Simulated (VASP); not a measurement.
Data:

```xyz
2
Lattice="0.0000 2.3023 2.3023 2.3023 0.0000 2.3023 2.3023 2.3023 0.0000" Properties=species:S:1:pos:R:3 pbc="T T T"
Hf     0.0000     0.0000     0.0000
N      2.3023     2.3023     2.3023
```

Computed with optB86b-vdW, VASP's PBE PAW potentials (set 64) (plane waves; VASP). Numerical set-up: 520 eV cut-off, 14×14×14 Γ-centred mesh, first-order Methfessel-Paxton smearing of 0.10 eV, potentials Hf_pv N.

Problem. Give the stress tensor in GPa (positive for a compressed cell).

Solution. 
```
-14.45    0.00    0.00
  0.00  -14.45    0.00
  0.00    0.00  -14.45
```
The pressure is its mean diagonal, -14.45 GPa.

The compound is HfN in the rock salt structure. This cell is one point of a volume scan, at 1.06 of the reference volume. The electron count is odd and the run is not spin-polarised, which forces a metal.
